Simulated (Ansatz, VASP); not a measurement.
# MoS2 in two plane-wave programs

Wanted: the spread between two codes on one cell, functional and k mesh.

Main program and level: Ansatz 0.2.0; plane waves, with VASP 6.6.1 beside it; band structure at LDA, band structure at PBE and band structure at r2SCANh with an exact-exchange share of 0.1.

The database entry behind the starting cell differs from later determinations by our own check (about 0.3 % long), so it need not match the best structure at ambient conditions.

### Step 1. Set-up

It takes space group P6_3/mmc (No. 194, hexagonal). The conventional cell has a = 3.169 Å, b = 3.169 Å, c = 12.324 Å, α = 90.00°, β = 90.00°, γ = 120.00°. Nearest to Mo lie 6 S at 2.41 Å. Nearest to S lie 3 Mo at 2.41 Å. Farther neighbours and most contacts between anions are not listed.

As a file:

```cif
data_structure
_symmetry_space_group_name_H-M 'P6_3/mmc'
_symmetry_Int_Tables_number 194
_cell_length_a 3.1690
_cell_length_b 3.1690
_cell_length_c 12.3240
_cell_angle_alpha 90.000
_cell_angle_beta 90.000
_cell_angle_gamma 120.000
_cell_volume 107.18
loop_
_atom_site_label
_atom_site_type_symbol
_atom_site_symmetry_multiplicity
_atom_site_Wyckoff_symbol
_atom_site_fract_x
_atom_site_fract_y
_atom_site_fract_z
_atom_site_occupancy
Mo1 Mo 2 c 0.33333 0.66667 0.25000 1
S1 S 4 f 0.33333 0.66667 0.62300 1
```

### Step 2. Ansatz: band structure, LDA

Ansatz runs on its default PAW (the set named soft_2) files.

The same path points are solved in both programs, so levels can be compared one by one.

input.yaml

```yaml
crystal:
  lattice:
    - [3.169, 0.0, 0.0]
    - [-1.5845, 2.7444345046, 0.0]
    - [0.0, 0.0, 12.324]
  atoms:
    - { symbol: Mo, position: [0.3333333333, 0.6666666667, 0.25] }
    - { symbol: Mo, position: [0.6666666667, 0.3333333333, 0.75] }
    - { symbol: S, position: [0.3333333333, 0.6666666667, 0.623] }
    - { symbol: S, position: [0.6666666667, 0.3333333333, 0.123] }
    - { symbol: S, position: [0.3333333333, 0.6666666667, 0.877] }
    - { symbol: S, position: [0.6666666667, 0.3333333333, 0.377] }
hamiltonian:
  xc: lda
  pseudopotentials: { kind: paw }
kpoints:
  mp_grid: { grid: [5, 5, 2] }
  band_path:
    path:
      - [0.0, 0.0, 0.0]
      - [0.13333, 0.0, 0.0]
      - [0.3, 0.0, 0.0]
      - [0.46667, 0.0, 0.0]
      - [0.46667, 0.06667, 0.0]
      - [0.41111, 0.17778, 0.0]
      - [0.35556, 0.28889, 0.0]
      - [0.28889, 0.28889, 0.0]
      - [0.17778, 0.17778, 0.0]
      - [0.06667, 0.06667, 0.0]
      - [0.0, 0.0, 0.03333]
      - [0.0, 0.0, 0.2]
      - [0.0, 0.0, 0.36667]
      - [0.0, 0.0, 0.5]
      - [0.16667, 0.0, 0.5]
      - [0.3, 0.0, 0.5]
      - [0.46667, 0.0, 0.5]
      - [0.46667, 0.06667, 0.5]
      - [0.41111, 0.17778, 0.5]
      - [0.35556, 0.28889, 0.5]
      - [0.28889, 0.28889, 0.5]
      - [0.17778, 0.17778, 0.5]
      - [0.06667, 0.06667, 0.5]
      - [0.5, 0.0, 0.46667]
      - [0.5, 0.0, 0.3]
      - [0.5, 0.0, 0.13333]
      - [0.33333, 0.33333, 0.0]
      - [0.33333, 0.33333, 0.16667]
      - [0.33333, 0.33333, 0.33333]
      - [0.33333, 0.33333, 0.5]
    npoints: 1
scf:
  occupations: { method: gaussian, width: 0.02 }
  n_extra_bands: 9
output:
  forces: true
  stress: true
  eigenvalues: true
```

Command:

```sh
> ansatz run input.yaml --threads 4 --pin off --max-ram 9216MiB --backend cpu --events-out ev --progress --plain --runs-dir out
```

Numbers of over 12 decimals in the logs are rounded to 6 here.

The program printed:

```text
scf.n_extra_bands = 9 over 26 filled bands (N_el = 52.0): the run solves 35 bands
Engine: ansatz 0.2.0, aarch64-unknown-linux-gnu
Pseudopotentials: kind: paw
Pseudopotential: Mo, paw, valence charge 14, recommended cutoff 420 eV (normal), Mo.paw.azcp
Pseudopotential: S, paw, valence charge 6, recommended cutoff 420 eV (normal), S.paw.azcp
Functional definition: SPW92
  exchange = slater_x
  correlation = pw_c
Crystal: 6 atoms, lattice volume = 107.183 Å³
Basis set: ecut = 420 eV, 2081 PW (Γ)
Bands: 35, of which v1, the nominal top of the filled ones, is band 26 counted from 1 (25 counted from 0)
Symmetry: 24 space group operations
Space group: P63/mmc (ITA 194), of the structure as read, at distance tolerance 4.8e-5 Å
k-points: 10 of 50
Non-local potential: Mo, projectors of the file, l = 0: 3, l = 1: 2, l = 2: 2, l = 3: 1
Non-local potential: S, projectors of the file, l = 0: 2, l = 1: 2, l = 2: 2
PAW form: soft (Blöchl's): semilocal exchange-correlation on the pseudo side does not see the compensation charge
PAW frozen core: Mo, regenerated for the run's functional, and the local potential with it (the file was generated under x = pbe(κ = 0.804, μ = 0.219515), c = pbe(β = 0.066725))
PAW frozen core: S, regenerated for the run's functional, and the local potential with it (the file was generated under x = pbe(κ = 0.804, μ = 0.219515), c = pbe(β = 0.066725))
PAW one-centre angular grid: Mo, 590 points (default); XC on 64 Gauss nodes
PAW one-centre angular grid: S, 110 points (default); XC on 64 Gauss nodes
Initial density: superposition of atomic densities (neutral atoms: chi_scale 0, normalization atom), corrected by the library's trained network
Initial wavefunctions: pseudopotential atomic-orbital guess
Functional: x = slater, c = lda
SCF iter   1: F=—  HF=-13169.702044 eV  |F-HF|=—  |Δ(HF+E_count)|=         —  Δρ=7.50e-3  dr2=2.92e-2  ethr=1.77e-3  ⟨swp⟩=6.8  Hψ=1552  notcnv=0
preconditioner: auto → Resta (q_TF=auto, 2.418 Å⁻¹)  ε∞=7.4  [insulator: Δε(μ)=0.846 eV  Ē_g=8.519 eV  σ=0.020 eV  W_gap=1.00  n_scr=26 (ndim 8)  ℏωp=21.5 eV  f_vac=0.016  D(μ)=0.00/eV (n_scr^D=0)  ε∞_Penn≈7.4]
SCF iter   2: F=—  HF=-13169.703070 eV  |F-HF|=—  |Δ(HF+E_count)|=   1.03e-3  Δρ=4.15e-3  dr2=6.80e-3  ethr=5.62e-5  ⟨swp⟩=2.8  Hψ=654  notcnv=0  defer=9
SCF iter   3: F=—  HF=-13169.703455 eV  |F-HF|=—  |Δ(HF+E_count)|=   3.84e-4  Δρ=1.87e-3  dr2=2.05e-3  ethr=1.31e-5  ⟨swp⟩=1.1  Hψ=341  notcnv=0  defer=10
SCF iter   4: F=—  HF=-13169.703445 eV  |F-HF|=—  |Δ(HF+E_count)|=   9.51e-6  Δρ=2.10e-4  dr2=1.53e-4  ethr=3.94e-6  ⟨swp⟩=2.1  Hψ=489  notcnv=0  defer=10
SCF iter   5: F=—  HF=-13169.703434 eV  |F-HF|=—  |Δ(HF+E_count)|=   1.13e-5  Δρ=5.63e-5  dr2=4.58e-6  ethr=2.94e-7  ⟨swp⟩=2.0  Hψ=459  notcnv=0  defer=10
SCF iter   6: F=—  HF=-13169.703442 eV  |F-HF|=—  |Δ(HF+E_count)|=   8.61e-6  Δρ=1.67e-5  dr2=3.78e-7  ethr=8.81e-9  ⟨swp⟩=2.3  Hψ=487  notcnv=0  defer=10
SCF iter   7: F=-13169.703442 eV  HF=-13169.703442 eV  |F-HF|=2.79e-9  |Δ(HF+E_count)|=   7.42e-8  Δρ=2.92e-6  dr2=1.47e-8  ethr=1.92e-10  ⟨swp⟩=9.7  Hψ=1361  notcnv=0
SCF 1 converged in 7 iterations: F = -13169.703442 eV  dr2 = 1.47e-8
  greatest PAW one-centre occupation: 0.999 electrons in one spin orbital (limit 2), on the Mo atom at site 1 (counted from 0), in its partial waves of l = 0
NSCF: frozen V_eff on 30 k-points
SCF converged after 7 iterations
Free energy (F): -13169.703442 eV
Harris-Foulkes:  -13169.703442 eV  (|F-HF|=2.79e-9)
Internal energy: -13169.703442 eV  (E = F + TS)
E sigma→0 (E₀):  -13169.703442 eV
Fermi energy:    11.092547 eV
--- Per-component energies (eV) ---
  E_band       = -322.895829
  E_kinetic    = 1312.681229
  E_local      = -3938.932922  (includes V_loc(G=0)·N_el)
  E_nonlocal   = 412.283374
  E_hartree    = 1508.495654
  E_xc         = -751.283600
  E_vxc        = -810.096684  (∫ρ·V_xc dr)
  E_paw        = -8453.289209  (= ΣΔE_a)
  E_vpaw       = -315.827700  (= ΣTr[D̂ρ^β])
  E_aug_tail   = 0.000055  (compensation charges beyond the density's cutoff)
  E_ewald      = -3261.216446
  E_core_change = 1.558423  (= ΣΔE_core)
  E_smearing   = -0.000000  (= −TS)
  E_closure    = -0.000000  (closes the sum)
  Σ components = -13169.703442   (vs F -13169.703442, Δ=0.00e0)
--- Forces (eV/Å), atoms counted from 1 ---
  atom   1  Mo     0.00000000    -0.00000000     0.00000000
  atom   2  Mo     0.00000000     0.00000000     0.00000000
  atom   3  S      0.00000000     0.00000000     0.47417315
  atom   4  S     -0.00000000    -0.00000000     0.47417315
  atom   5  S      0.00000000     0.00000000    -0.47417315
  atom   6  S     -0.00000000    -0.00000000    -0.47417315
  max |Σ_I F_I| component: 1.11e-16 eV/Å
--- Stress (GPa, compression-positive) ---
       -5.830351       0.000000       0.000000
        0.000000      -5.830351       0.000000
        0.000000       0.000000      -5.356908
  P = ⅓ Tr σ = -5.6725 GPa (-56.725 kbar)
--- Band table (eV; the first three rows and the last of 10) ---
  k-point 0: bands = [... 22 lower, 8.5271, 9.4635, 9.5075, 10.6679, 12.7464, 12.7464, 12.7740, 12.7740, ... 5 higher]
  k-point 1: bands = [... 22 lower, 8.5038, 8.5038, 10.3989, 10.3989, 12.7517, 12.7517, 12.7517, 12.7517, ... 5 higher]
  k-point 2: bands = [... 22 lower, 8.5276, 9.3683, 9.3745, 9.6087, 11.9264, 12.3864, 12.5124, 12.6147, ... 5 higher]
  k-point 9: bands = [... 22 lower, 8.0309, 8.0309, 9.7105, 9.7105, 12.0403, 12.0403, 13.0176, 13.0176, ... 5 higher]
```

The job ended after 1.5 s (4 threads of Arm Neoverse V1, shared host; peak memory 0.39 GiB).

Reading the cycles: dr2 is the Hartree energy of the density residual (eV), the measure of convergence; HF is the Harris–Foulkes estimate of the energy, which meets the free energy F at convergence.

### Step 3. VASP: band structure, LDA

The same cell, functional (in two slightly different forms), mesh and smearing now go to VASP, with its own data sets and cutoff.

Lines of VASP's logs that name or quote its potential files are left out, and so is its time.

INCAR

```
SYSTEM = MoS2
PREC = Accurate
ENCUT = 400
EDIFF = 1E-06
NELM = 100
ISMEAR = 0
SIGMA = 0.02
LREAL = .FALSE.
ALGO = Normal
GGA = CA
NBANDS = 42
LASPH = .TRUE.
LORBIT = 11
LWAVE = .FALSE.
LCHARG = .FALSE.
KPAR = 4
NCORE = 2
```

POSCAR

```
MoS2
1.0
    3.1690000000      0.0000000000      0.0000000000
   -1.5845000000      2.7444345046      0.0000000000
    0.0000000000      0.0000000000     12.3240000000
Mo S
2 4
Direct
    0.3333333333      0.6666666667      0.2500000000
    0.6666666667      0.3333333333      0.7500000000
    0.3333333333      0.6666666667      0.6230000000
    0.6666666667      0.3333333333      0.1230000000
    0.3333333333      0.6666666667      0.8770000000
    0.6666666667      0.3333333333      0.3770000000
```

KPOINTS

```
Automatic mesh
0
Gamma
5 5 2
0 0 0
```

KPOINTS_OPT

```
Line mode
16
Line-mode
Reciprocal
  0.00000000   0.00000000   0.00000000 GAMMA
  0.50000000   0.00000000   0.00000000 M

  0.50000000   0.00000000   0.00000000 M
  0.33333333   0.33333333   0.00000000 K

  0.33333333   0.33333333   0.00000000 K
  0.00000000   0.00000000   0.00000000 GAMMA

  0.00000000   0.00000000   0.00000000 GAMMA
  0.00000000   0.00000000   0.50000000 A

  0.00000000   0.00000000   0.50000000 A
  0.50000000   0.00000000   0.50000000 L

  0.50000000   0.00000000   0.50000000 L
  0.33333333   0.33333333   0.50000000 H

  0.33333333   0.33333333   0.50000000 H
  0.00000000   0.00000000   0.50000000 A

  0.50000000   0.00000000   0.50000000 L
  0.50000000   0.00000000   0.00000000 M

  0.33333333   0.33333333   0.00000000 K
  0.33333333   0.33333333   0.50000000 H
```

PAW data sets: Mo_sv and S (PBE family, release 64).

Command:

```sh
> mpirun -np 8 vasp_std
```

The program printed:

```text
[banner, memory and clock lines left out]
running    8 mpi-ranks, on    1 nodes
 distrk:  each k-point on    2 cores,    4 groups
 distr:  one band on    2 cores,    1 groups

 POSCAR found type information on POSCAR MoS
 POSCAR found :  2 types and       6 ions
|                                                                             |
|               ----> ADVICE to this user running VASP <----                  |
|                                                                             |
|     You enforced a specific xc type in the INCAR file but a different       |
|     [... a line on the potential file left out ...]
|     I HOPE YOU KNOW WHAT YOU ARE DOING!                                     |
|                                                                             |

 LDA part: xc-table for (Slater(with rela. corr.)+CA(PZ))
 , standard interpolation
 POSCAR, INCAR and KPOINTS ok, starting setup
 FFT: planning ... GRIDC
 FFT: planning ... GRID_SOFT
 FFT: planning ... GRID
 WAVECAR not read
 entering main loop
       N       E                     dE             d eps       ncg     rms          rms(c)
DAV:   1     0.361972164897E+03    0.36197E+03   -0.24791E+04   920   0.955E+02
DAV:   2    -0.355656453301E+02   -0.39754E+03   -0.38188E+03  1026   0.291E+02
DAV:   3    -0.519792653122E+02   -0.16414E+02   -0.16189E+02  1006   0.560E+01
DAV:   4    -0.522065230583E+02   -0.22726E+00   -0.22691E+00  1056   0.697E+00
DAV:   5    -0.522101749346E+02   -0.36519E-02   -0.36509E-02  1020   0.871E-01    0.353E+01
DAV:   6    -0.498965916255E+02    0.23136E+01   -0.93643E+00   922   0.190E+01    0.113E+01
DAV:   7    -0.494788863813E+02    0.41771E+00   -0.44528E+00   870   0.125E+01    0.823E+00
DAV:   8    -0.490495794158E+02    0.42931E+00   -0.62991E-01   900   0.532E+00    0.254E+00
DAV:   9    -0.490537084715E+02   -0.41291E-02   -0.91941E-02  1030   0.126E+00    0.140E+00
DAV:  10    -0.490462731576E+02    0.74353E-02   -0.24071E-02   936   0.940E-01    0.280E-01
DAV:  11    -0.490463217622E+02   -0.48605E-04   -0.14435E-03   984   0.162E-01    0.137E-01
DAV:  12    -0.490461987998E+02    0.12296E-03   -0.20485E-04   970   0.737E-02    0.959E-02
DAV:  13    -0.490461840442E+02    0.14756E-04   -0.84556E-05   932   0.432E-02    0.213E-02
DAV:  14    -0.490461838548E+02    0.18946E-06   -0.68470E-06   918   0.116E-02
   1 F= -.49046184E+02 E0= -.49046184E+02  d E =-.627552E-78
 Start KPOINTS_OPT (optional k-point list driver)
k-point batch [1-10\144]
       N       E                     dE             ncg
DAV:   1    -0.603920716493E+03   -0.43769E+04      928
DAV:   2    -0.471756619335E+04   -0.41136E+04     1028
DAV:   3    -0.488392347996E+04   -0.16636E+03     1000
DAV:   4    -0.488640899139E+04   -0.24855E+01     1032
DAV:   5    -0.488645419980E+04   -0.45208E-01     1008
DAV:   6    -0.488645537540E+04   -0.11756E-02     1080
DAV:   7    -0.488645540693E+04   -0.31537E-04     1024
DAV:   8    -0.488645540785E+04   -0.92139E-06      792
[...]
k-point batch [141-144\144]
       N       E                     dE             ncg
DAV:   1     0.113472266491E+05   -0.81076E+04      368
DAV:   2     0.980376115635E+04   -0.15435E+04      394
DAV:   3     0.974172878826E+04   -0.62032E+02      420
DAV:   4     0.974097446387E+04   -0.75432E+00      384
DAV:   5     0.974096283148E+04   -0.11632E-01      384
DAV:   6     0.974096256122E+04   -0.27026E-03      408
DAV:   7     0.974096255558E+04   -0.56369E-05      384
DAV:   8     0.974096255545E+04   -0.13277E-06      272
```

OUTCAR, selected parts (step 3):

```text
ion  position               nearest neighbor table
   1  0.333  0.667  0.250-   4 2.41   6 2.41   4 2.41   6 2.41   4 2.41   6 2.41
   2  0.667  0.333  0.750-   3 2.41   5 2.41   3 2.41   5 2.41   3 2.41   5 2.41
   3  0.333  0.667  0.623-   2 2.41   2 2.41   2 2.41
   4  0.667  0.333  0.123-   1 2.41   1 2.41   1 2.41
   5  0.333  0.667  0.877-   2 2.41   2 2.41   2 2.41
   6  0.667  0.333  0.377-   1 2.41   1 2.41   1 2.41

  LATTYP: Found a hexagonal cell.
 ALAT       =     3.1690000000
 C/A-ratio  =     3.8889239508

 Subroutine GETGRP returns: Found 24 space group operations
 (whereof 12 operations were pure point group operations)

The static configuration has the point symmetry D_3d.
 The point group associated with its full space group is D_6h.

 Found     10 irreducible k-points:

   k-points           NKPTS =     10   k-points in BZ     NKDIM =     10   number of bands    NBANDS=     42

   dimension x,y,z NGX =    24 NGY =   24 NGZ =   80
   dimension x,y,z NGXF=    48 NGYF=   48 NGZF=  160

   ENCUT  =  400.0 eV  29.40 Ry    5.42 a.u.   5.17  5.17 20.10*2*pi/ulx,y,z

   NELECT =      52.0000    total number of electrons

 k-points in reciprocal lattice and weights: Automatic mesh
   0.00000000  0.00000000  0.00000000       0.020
   0.20000000 -0.00000000  0.00000000       0.120
   0.40000000 -0.00000000  0.00000000       0.120
   0.20000000  0.20000000  0.00000000       0.120
   0.40000000  0.20000000  0.00000000       0.120
   0.00000000  0.00000000  0.50000000       0.020
   0.20000000 -0.00000000  0.50000000       0.120
   0.40000000 -0.00000000  0.50000000       0.120
   0.20000000  0.20000000  0.50000000       0.120
   0.40000000  0.20000000  0.50000000       0.120

 average (electrostatic) potential at core
       1 -74.5142       2 -74.5142       3 -84.4606       4 -84.4606       5 -84.4606
       6 -84.4606

 E-fermi :   7.5459

 k-point     1 :       0.0000    0.0000    0.0000
  band No.  band energies     occupation
    ...
     22       5.1485      2.00000
     23       5.1485      2.00000
     24       6.0807      2.00000
     25       6.1232      2.00000
     26       7.2839      2.00000
     27       9.3768      0.00000
     28       9.3768      0.00000
     29       9.4053      0.00000
     30       9.4053      0.00000
     31       9.5527      0.00000
    ...

 k-point     2 :       0.2000   -0.0000    0.0000
  band No.  band energies     occupation
    ...
     22       4.6075      2.00000
     23       5.1468      2.00000
     24       5.9850      2.00000
     25       5.9870      2.00000
     26       6.2245      2.00000
     27       8.5552      0.00000
     28       9.0140      0.00000
     29       9.1506      0.00000
     30       9.2429      0.00000
     31       9.3136      0.00000
    ...

 k-point     3 :       0.4000   -0.0000    0.0000
  band No.  band energies     occupation
    ...
     22       4.9914      2.00000
     23       5.4450      2.00000
     24       5.5624      2.00000
     25       5.6139      2.00000
     26       5.8524      2.00000
     27       8.7891      0.00000
     28       8.8878      0.00000
     29       8.9375      0.00000
     30       9.4468      0.00000
     31       9.9299      0.00000
    ...

  Total       -3.7175190     -3.7175190     -3.3466294      0.0000000     -0.0000000      0.0000000
  in kB      -55.5695631    -55.5695631    -50.0254967      0.0000000     -0.0000000      0.0000000
  external PRESSURE =     -53.7215410 kB  Pullay stress =       0.0000000 kB

  energy-cutoff  :      400.00
  volume of cell :      107.18
      direct lattice vectors                 reciprocal lattice vectors
     3.169000000  0.000000000  0.000000000     0.315556958  0.182186895  0.000000000
    -1.584500000  2.744434505  0.000000000     0.000000000  0.364373789  0.000000000
     0.000000000  0.000000000 12.324000000     0.000000000  0.000000000  0.081142486

 POSITION                                       TOTAL-FORCE (eV/Angst)
 -----------------------------------------------------------------------------------
     -0.00000      1.82962      3.08100        -0.000000     -0.000000     -0.000000
      1.58450      0.91481      9.24300         0.000000      0.000000     -0.000000
     -0.00000      1.82962      7.67785         0.000000     -0.000000      0.409984
      1.58450      0.91481      1.51585        -0.000000      0.000000      0.409984
     -0.00000      1.82962     10.80815         0.000000      0.000000     -0.409984
      1.58450      0.91481      4.64615        -0.000000      0.000000     -0.409984
 -----------------------------------------------------------------------------------
    total drift:                               -0.000000      0.000000     -0.000000

  FREE ENERGIE OF THE ION-ELECTRON SYSTEM (eV)
  ---------------------------------------------------
  free  energy   TOTEN  =       -49.0461838548 eV

  energy  without entropy=      -49.0461838548  energy(sigma->0) =      -49.04618385

 total charge
# of ion       s       p       d       tot
------------------------------------------
    1        2.294   6.221   3.975  12.490
    2        2.294   6.221   3.975  12.490
    3        1.354   2.305   0.000   3.659
    4        1.354   2.305   0.000   3.659
    5        1.354   2.305   0.000   3.659
    6        1.354   2.305   0.000   3.659
--------------------------------------------------
tot         10.003  21.662   7.951  39.616

[... 3 further parts left out ...]
```

This run has no spin polarisation, so a moment on Mo, if there is one, isn't seen. Spin-orbit coupling is off here; it would split degenerate levels. At this level the cell is under a tension of 5.4 GPa, so at these settings it is away from equilibrium.

[end of part 1 of 3]

[Lines on the potential files, build, host, timing and source positions are cut from VASP's logs without a mark.]

[Logs are printed without paths, hosts, clocks, repeated set-up lines and the standing remarks that a program may print on its own settings, such as how far it seeks lower states.]

[Hosts, paths, dates, database ids (printed as entryN), source tags and the programs' standing remarks are cut or masked in the printed files.]
